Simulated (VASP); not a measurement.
```
CELL_PARAMETERS angstrom
      0.00000     3.51967     3.51967
      3.51967     0.00000     3.51967
      3.51967     3.51967     0.00000
ATOMIC_POSITIONS crystal
  Rb 0.00000 0.00000 0.00000
```

Level of theory: PBEsol GGA, VASP's PBE PAW potentials (set 64) (plane waves; VASP). Numerical set-up: 400 eV cut-off, Gaussian smearing of 0.050 eV, potentials Rb_sv.

### Question
Give the energies of bands 5 to 7 at the high-symmetry points, in eV from the Fermi level.

### Answer

| band | Γ | X | U | L | W |
|---|---|---|---|---|---|
| 5 | -2.05 | 0.59 | 0.98 | 0.10 | 1.14 |
| 6 | 3.61 | 1.44 | 1.34 | 0.67 | 1.55 |
| 7 | 3.61 | 1.79 | 1.50 | 3.40 | 1.55 |

It has no gap at this level: it comes out as a metal or semimetal.

The structure was generated: Rb was put into the fcc type (Fm-3m), which need not be its known phase. It was relaxed first.
